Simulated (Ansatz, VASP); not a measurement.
**SiCF2 (F-SiC-F chair monolayer): VASP beside Ansatz**

Aim: how closely do two programs agree when they are given the same cell, functional and k mesh? The structure shown is the start of the Ansatz relaxation below; VASP solves that cell, so the two are compared at the walk's first step.

Calculated with Ansatz 0.2.0; plane waves, with VASP 6.6.1 beside it; single point at LDA.

**1. Set-up**

The cell holds 4 atoms: 2 F, 1 C and 1 Si. Its edges and angles: a = 3.086 Å, b = 3.085 Å, c = 38.233 Å, α = 90.0°, β = 90.0°, γ = 120.0°. Vacuum lies along c.

**2. Ansatz: relaxation, LDA**

Ansatz runs on its default PAW (the set named soft_2) files.

The two programs are compared at the cell with which this relaxation starts, whose forces are those of its first step.

Input file input.yaml:

```yaml
crystal:
  lattice:
    - [3.0855, 0.0, 0.0]
    - [-1.54275, 2.6721213834, 0.0]
    - [0.0, 0.0, 38.2333333339]
  atoms:
    - { symbol: F, position: [0.6666666667, 0.3333333333, 0.4524847428] }
    - { symbol: C, position: [0.6666666667, 0.3333333333, 0.4872711421] }
    - { symbol: Si, position: [0.3333333333, 0.6666666667, 0.5035745423] }
    - { symbol: F, position: [0.3333333333, 0.6666666667, 0.5475152572] }
  periodic: [true, true, false]
kpoints:
  mp_grid: { grid: [12, 12, 1] }
hamiltonian:
  xc: lda
scf:
  occupations: { method: fermi_dirac, width: 0.05 }
  convergence: { dr2_threshold: 1.0e-09 }
relax:
  f_tol: 0.004
  max_steps: 90
  cell: {}
output:
  write_potential: true
  write_density: true
  volumetric_format: npy
```

The run is started by

```bash
> ansatz run input.yaml --threads 4 --pin off --max-ram 6144MiB --backend cpu --events-out ev --progress --plain --runs-dir out
```

Numbers of over 12 decimals in the logs are rounded to 6 here.

The log of the run:

```text
Warning: relax.cell: scf.convergence.dr2_threshold = 1e-9 eV is looser than the 2.15206747909e-10 eV advised for a relaxation that steers and ends on the stress (1e-10 eV for each atom of the cell: 4, times the square of relax.cell.stress_2d_tol = 0.05 N/m over 13.6 Å (the atoms' height at the walk's start and 5 Å past either face), 3.667e-2 GPa, over a crystal's default 0.05). What an SCF threshold leaves in a stress goes as its square root, and in the free energy as the threshold itself, and one threshold admits the most on a small cell: [figures from the program's tests cut] Set scf.convergence.dr2_threshold to 2.15206747909e-10 eV or tighter. [rest of the remark cut]
Engine: ansatz 0.2.0, aarch64-unknown-linux-gnu
Pseudopotentials: kind: paw
Pseudopotential: F, paw, valence charge 7, recommended cutoff 420 eV (normal), F.paw.azcp
Pseudopotential: C, paw, valence charge 4, recommended cutoff 420 eV (normal), C.paw.azcp
Pseudopotential: Si, paw, valence charge 4, recommended cutoff 420 eV (normal), Si.paw.azcp
Functional definition: SPW92
  exchange = slater_x
  correlation = pw_c
Crystal: 4 atoms, lattice volume = 315.227 Å³
Basis set: ecut = 420 eV, 6127 PW (Γ)
Bands: 15, of which v1, the nominal top of the filled ones, is band 11 counted from 1 (10 counted from 0)
Symmetry: 6 space group operations
Space group: P3m1 (ITA 156), of the structure as read, at distance tolerance 6.8e-5 Å
k-points: 19 of 144 (time reversal used)
Non-local potential: F, projectors of the file, l = 0: 2, l = 1: 2, l = 2: 1
Non-local potential: C, projectors of the file, l = 0: 2, l = 1: 2, l = 2: 1
Non-local potential: Si, projectors of the file, l = 0: 2, l = 1: 2, l = 2: 2
PAW form: soft (Blöchl's): semilocal exchange-correlation on the pseudo side does not see the compensation charge
PAW frozen core: F, regenerated for the run's functional, and the local potential with it (the file was generated under x = pbe(κ = 0.804, μ = 0.219515), c = pbe(β = 0.066725))
PAW frozen core: C, regenerated for the run's functional, and the local potential with it (the file was generated under x = pbe(κ = 0.804, μ = 0.219515), c = pbe(β = 0.066725))
PAW frozen core: Si, regenerated for the run's functional, and the local potential with it (the file was generated under x = pbe(κ = 0.804, μ = 0.219515), c = pbe(β = 0.066725))
PAW one-centre angular grid: F, 110 points (default); XC on 64 Gauss nodes
PAW one-centre angular grid: C, 110 points (default); XC on 64 Gauss nodes
PAW one-centre angular grid: Si, 110 points (default); XC on 64 Gauss nodes
Initial density: superposition of atomic densities (neutral atoms: chi_scale 0, normalization atom), corrected by the library's trained network
Initial wavefunctions: pseudopotential atomic-orbital guess
Functional: x = slater, c = lda
SCF iter   1: F=—  HF=-2438.557155 eV  |F-HF|=—  |Δ(HF+E_count)|=         —  Δρ=4.98e-3  dr2=1.80e-1  ethr=1.77e-3  ⟨swp⟩=13.8  Hψ=2899  notcnv=0
preconditioner: auto → Resta (q_TF=auto, 1.751 Å⁻¹)  ε∞=1.5  [insulator: Δε(μ)=1.488 eV  Ē_g=13.692 eV  σ=0.050 eV  W_gap=1.00  n_scr=20 (ndim 8)  ℏωp=9.4 eV  f_vac=0.829  D(μ)=0.00/eV (n_scr^D=0)  ε∞_Penn≈1.5  vacuum switching on, ρ_ref=1.4e-2 e/Å³]
SCF iter   2: F=—  HF=-2438.532314 eV  |F-HF|=—  |Δ(HF+E_count)|=   2.48e-2  Δρ=5.28e-3  dr2=9.75e-2  ethr=8.17e-4  ⟨swp⟩=5.1  Hψ=875  notcnv=0
SCF iter   3: F=—  HF=-2438.513239 eV  |F-HF|=—  |Δ(HF+E_count)|=   1.91e-2  Δρ=1.17e-3  dr2=4.08e-3  ethr=4.43e-4  ⟨swp⟩=4.8  Hψ=811  notcnv=0
SCF iter   4: F=—  HF=-2438.512580 eV  |F-HF|=—  |Δ(HF+E_count)|=   6.60e-4  Δρ=3.90e-4  dr2=2.51e-4  ethr=1.85e-5  ⟨swp⟩=3.5  Hψ=677  notcnv=0
SCF iter   5: F=—  HF=-2438.512684 eV  |F-HF|=—  |Δ(HF+E_count)|=   1.05e-4  Δρ=9.19e-5  dr2=1.80e-5  ethr=1.14e-6  ⟨swp⟩=3.2  Hψ=637  notcnv=0
SCF iter   6: F=—  HF=-2438.512687 eV  |F-HF|=—  |Δ(HF+E_count)|=   2.60e-6  Δρ=2.27e-5  dr2=1.33e-6  ethr=8.20e-8  ⟨swp⟩=3.6  Hψ=732  notcnv=0
SCF iter   7: F=—  HF=-2438.512760 eV  |F-HF|=—  |Δ(HF+E_count)|=   7.30e-5  Δρ=1.34e-5  dr2=2.80e-7  ethr=6.06e-9  ⟨swp⟩=2.9  Hψ=568  notcnv=0
SCF iter   8: F=—  HF=-2438.512760 eV  |F-HF|=—  |Δ(HF+E_count)|=   4.28e-8  Δρ=3.46e-6  dr2=2.27e-8  ethr=1.27e-9  ⟨swp⟩=2.7  Hψ=578  notcnv=0
SCF iter   9: F=-2438.512760 eV  HF=-2438.512760 eV  |F-HF|=1.73e-9  |Δ(HF+E_count)|=   2.97e-8  Δρ=5.52e-7  dr2=5.54e-10  ethr=4.55e-12  ⟨swp⟩=10.4  Hψ=2628  notcnv=0
[...]
SCF iter   1: F=—  HF=-2438.774531 eV  |F-HF|=—  |Δ(HF+E_count)|=         —  Δρ=4.54e-5  dr2=5.78e-6  ethr=2.55e-8  ⟨swp⟩=3.5  Hψ=2176  notcnv=0
preconditioner: auto → Resta (q_TF=auto, 1.745 Å⁻¹)  ε∞=1.5  [insulator: Δε(μ)=1.680 eV  Ē_g=12.343 eV  σ=0.050 eV  W_gap=1.00  n_scr=20 (ndim 8)  ℏωp=8.8 eV  f_vac=0.834  D(μ)=0.00/eV (n_scr^D=0)  ε∞_Penn≈1.5  vacuum switching on, ρ_ref=1.1e-2 e/Å³]
[...]
SCF iter   4: F=—  HF=-2438.774535 eV  |F-HF|=—  |Δ(HF+E_count)|=   1.41e-8  Δρ=6.14e-6  dr2=5.31e-8  ethr=9.97e-10  ⟨swp⟩=2.6  Hψ=514  notcnv=0
SCF iter   5: F=—  HF=-2438.774535 eV  |F-HF|=—  |Δ(HF+E_count)|=   6.06e-9  Δρ=1.88e-6  dr2=4.17e-9  ethr=2.41e-10  ⟨swp⟩=2.8  Hψ=570  notcnv=0
SCF iter   6: F=-2438.774535 eV  HF=-2438.774535 eV  |F-HF|=4.09e-12  |Δ(HF+E_count)|=  3.44e-10  Δρ=5.04e-7  dr2=2.30e-10  ethr=4.55e-12  ⟨swp⟩=11.4  Hψ=2234  notcnv=0
SCF 9 converged in 6 iterations: F = -2438.774535 eV  dr2 = 2.30e-10
relax step   9: F+E_penalty+E_count = -2438.77453454 eV  Δ(F+E_penalty+E_count) = -7.661e-5 eV  max|allowed force component| = 7.065e-5 eV/Å  Δτ_max = 0.0004 Å  P = -0.002 N/m  Ω = 320.829 Å³  energy of the carried Pulay correction = -4.632e-4 eV  fix = [c, alpha, beta]  reactions: c -0.000 N/m  (6 SCF iters, accepted)
iter 1 solved again at ethr=3.20e-7 eV; its pass at ethr=3.10e-3 eV (dr2=7.04e-5 eV) is discarded
SCF iter   1: F=—  HF=-2438.774905 eV  |F-HF|=—  |Δ(HF+E_count)|=         —  Δρ=1.58e-5  dr2=5.63e-8  ethr=3.20e-7  ⟨swp⟩=5.6  Hψ=4273  notcnv=0
eigensolver tolerance schedule: the retry pair's looser diagonalisation over-reported the residual by 1250.73 of it (diagonalisation noise at 0.15 of the residual, at the tolerance the schedule requests for it); recorded, not acted on — ethr = c·dr2/N_el stays at c = 1.0e-1
preconditioner: auto → Resta (q_TF=auto, 1.745 Å⁻¹)  ε∞=1.5  [insulator: Δε(μ)=1.680 eV  Ē_g=12.340 eV  σ=0.050 eV  W_gap=1.00  n_scr=20 (ndim 8)  ℏωp=8.8 eV  f_vac=0.834  D(μ)=0.00/eV (n_scr^D=0)  ε∞_Penn≈1.5  vacuum switching on, ρ_ref=1.1e-2 e/Å³]
SCF iter   2: F=—  HF=-2438.775008 eV  |F-HF|=—  |Δ(HF+E_count)|=   1.03e-4  Δρ=7.55e-6  dr2=2.09e-8  ethr=2.56e-10  ⟨swp⟩=4.3  Hψ=817  notcnv=0
SCF iter   3: F=—  HF=-2438.775050 eV  |F-HF|=—  |Δ(HF+E_count)|=   4.15e-5  Δρ=3.66e-6  dr2=3.91e-9  ethr=9.49e-11  ⟨swp⟩=2.9  Hψ=579  notcnv=0
iter 4 met the thresholds in force, and the SCF goes on: an eigenvalue changes by 1.49 meV, over its tolerance of 1.04 meV (output.eigenvalues, Limitations)
SCF iter   4: F=-2438.775075 eV  HF=-2438.775074 eV  |F-HF|=6.17e-7  |Δ(HF+E_count)|=   2.43e-5  Δρ=3.03e-7  dr2=9.33e-11  ethr=4.55e-12  ⟨swp⟩=16.9  Hψ=3007  notcnv=0
SCF iter   5: F=-2438.775075 eV  HF=-2438.775075 eV  |F-HF|=7.41e-8  |Δ(HF+E_count)|=   5.43e-7  Δρ=1.06e-7  dr2=1.83e-11  ethr=1.00e-12  ⟨swp⟩=8.6  Hψ=2075  notcnv=0
SCF 10 converged in 5 iterations: F = -2438.775075 eV  dr2 = 1.83e-11
relax step  10: F+E_penalty+E_count = -2438.77507459 eV  Δ(F+E_penalty+E_count) = -5.400e-4 eV  max|allowed force component| = 1.361e-4 eV/Å  Δτ_max = 0.0000 Å  P = +0.005 N/m  Ω = 320.829 Å³  fix = [c, alpha, beta]  reactions: c +0.000 N/m  stress off target by 4.89e-3 N/m on what of the cell is left free  SCF on the basis re-selected at this cell (its energy is not comparable with the rows above)  (5 SCF iters)
basis re-selected at this cell: Δ(F+E_penalty+E_count) = -5.400e-4 eV, ΔP = +0.007 N/m vs the last step (what re-selecting the basis moved, of the pressure what is left beyond the Pulay correction that the steps carried, after the strain that the cell walked since its last selection, with what the two solves' SCF thresholds leave and, on support functions, any second-order correction that the steps lacked; it is no m [...]
WARN: The output density's exchange-correlation potential varies sharply where the density is thin. Do not read a vacuum level from v_tot or v_xc, or from such a field of the output density. On a cell that repeats whose density bears no net charge and no dipole along the vacuum's axis use v_es (v_loc + v_h of the components); under efield.dipole_correction with no amplitude use v_es + v_field, which holds any externa [...]
SCF converged after 5 iterations
an eigenvalue changed by more than its tolerance at an iteration that met the thresholds in force, so the SCF went on 1 time: the last check found none over its tolerance
Free energy (F): -2438.775075 eV
Harris-Foulkes:  -2438.775075 eV  (|F-HF|=7.41e-8)
Internal energy: -2438.775075 eV  (E = F + TS)
E sigma→0 (E₀):  -2438.775075 eV
Fermi energy:    -6.741093 eV
--- Per-component energies (eV) ---
  E_band       = -365.061721
  E_kinetic    = 544.389132
  E_local      = -42378.551653  (includes V_loc(G=0)·N_el)
  E_nonlocal   = 205.501226
  E_hartree    = 20857.911323
  E_xc         = -258.229390
  E_vxc        = -308.037681  (∫ρ·V_xc dr)
  E_paw        = -952.731961  (= ΣΔE_a)
  E_vpaw       = -144.189633  (= ΣTr[D̂ρ^β])
  E_aug_tail   = 0.004048  (compensation charges beyond the density's cutoff)
  E_ewald      = 19542.558534
  E_core_change = 0.373667  (= ΣΔE_core)
  E_smearing   = -0.000000  (= −TS)
  E_closure    = 0.000000  (closes the sum)
  Σ components = -2438.775075   (vs F -2438.775075, Δ=0.00e0)
--- Forces (eV/Å), atoms counted from 1 ---
  atom   1  F     -0.00000000    -0.00000000    -0.00075567
  atom   2  C      0.00000000     0.00000000    -0.00087205
  atom   3  Si     0.00000000    -0.00000000    -0.00069531
  atom   4  F      0.00000000    -0.00000000    -0.00062087
  max |Σ_I F_I| component: 2.94e-3 eV/Å
--- 2D stress c σ (N/m, compression-positive) ---
        0.004886       0.000000      -0.000000
        0.000000       0.004886       0.000000
       -0.000000       0.000000       0.000000
  P = ½ c Tr σ = 0.0049 N/m
--- Band table (eV; the first three rows and the last of 19) ---
  k-point 0: bands = [... 7 lower, -11.8872, -11.8872, -7.6061, -7.6061, -5.9265, -1.7612, -0.3437, -0.1705]
  k-point 1: bands = [... 7 lower, -11.9341, -11.9000, -8.0112, -7.7074, -5.6511, -1.5568, -0.4447, -0.1652]
  k-point 2: bands = [... 7 lower, -12.0545, -11.9381, -8.8459, -7.9515, -5.1030, -1.4895, -0.4873, 0.3215]
  k-point 18: bands = [... 7 lower, -12.7790, -12.0505, -10.6050, -10.2270, -1.2193, -0.6737, -0.0848, 1.6871]
  the weakly bound empty levels are not read free of the cell's end (no_gap_told)
--- Relaxed structure (8 steps of the walk, 8 accepted, 2 SCFs on fresh bases) ---
  F+E_penalty+E_count = -2438.77507459 eV   max|allowed force component| = 1.361e-4 eV/Å   (the final SCF, on the basis selected at the relaxed cell)
  cell:  # Å, volume = 320.8294 Å³
    - [3.112796, 0.0, 0]
    - [-1.556398, 2.695760, 0]
    - [0, 0, 38.2333333339]
  atoms:
    - { symbol: F, position: [0.666667, 0.333333, 0.452247] }
    - { symbol: C, position: [0.666667, 0.333333, 0.489088] }
    - { symbol: Si, position: [0.333333, 0.666667, 0.504059] }
    - { symbol: F, position: [0.333333, 0.666667, 0.545452] }
```

(Continued in part 2 of 2.)

[Lines on the potential files, build, host, timing and source positions are cut from VASP's logs without a mark.]

[Logs are printed without paths, hosts, clocks, repeated set-up lines and the standing remarks that a program may print on its own settings, such as how far it seeks lower states.]

[Hosts, paths, dates, database ids (printed as entryN), source tags and the programs' standing remarks are cut or masked in the printed files.]
